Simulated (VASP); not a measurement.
```
CELL_PARAMETERS angstrom
      2.19847    -3.80786     0.00000
      2.19847     3.80786     0.00000
      0.00000     0.00000     6.03588
ATOMIC_POSITIONS crystal
  Te 0.00000 0.27357 0.66667
  Te 0.72643 0.72643 0.00000
  Te 0.27357 0.00000 0.33333
```

Calculation: MS2 meta-GGA, VASP's PBE PAW potentials (set 64) (plane waves; VASP). Numerical set-up: 520 eV cut-off, 6×6×4 Γ-centred mesh, Gaussian smearing of 0.050 eV, potentials Te.

Task: The ions and cell shape at fixed volume are relaxed. Which structure does the run end with?

Result: 
```
CELL_PARAMETERS angstrom
      2.21717    -3.84025     0.00000
      2.21717     3.84025     0.00000
      0.00000     0.00000     5.93450
ATOMIC_POSITIONS crystal
  Te 0.00000 0.26861 0.66667
  Te 0.73139 0.73139 0.00000
  Te 0.26861 0.00000 0.33333
```
Space group P3_121 (152), at a tolerance of 0.03 Å.

Task: How much energy does the relaxation gain?

Result: The energy (σ→0) changes by -3.4 meV/atom, in 6 ionic steps.

The compound is Te in the trig structure. This cell is one point of a volume scan, at 1.03 of the reference volume. Symmetry was kept, so distortions that lower it aren't found.
